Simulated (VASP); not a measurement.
Band gaps of CsBH$_{4}$ (space group F-43m) from VASP (PAW), without and with spin-orbit coupling. Semilocal levels are at their own relaxed cell, hybrids and mBJ at PBE's; 0.00 means no gap at that level. Unless said otherwise, spin-orbit coupling is left out, though it shifts the bands of the heavy elements here.

The cell of the LDA run:

```
CELL_PARAMETERS angstrom
      0.00000     3.52534     3.52534
      3.52534     0.00000     3.52534
      3.52534     3.52534     0.00000
ATOMIC_POSITIONS crystal
  Cs 0.00000 0.00000 0.00000
  B  0.50000 0.50000 0.50000
  H  0.60093 0.60093 0.60093
  H  0.19722 0.60093 0.60093
  H  0.60093 0.60093 0.19722
  H  0.60093 0.19722 0.60093
```

```json
[
 {"level": "LDA", "gap without SOC (eV)": "5.06", "gap with SOC (eV)": "…", "shift (eV)": "…"}
]
```

Problem. Complete the blanks.

Solution. 
- LDA, gap with SOC (eV): 4.99
- LDA, shift (eV): -0.07

Only levels that ran to the end are used. Left out are those held back, those with too coarse a band path, GW runs whose mesh misses a band edge, hybrids' fits of cells that aren't cubic and levels without matching references; a question may draw on a part of the rest.

The structure comes from a computed database's CsBH4 entry (F-43m); how it stands against other phases isn't given here. It was relaxed first, which changed the volume by -11 %. Symmetry was kept, so distortions that lower it aren't found.
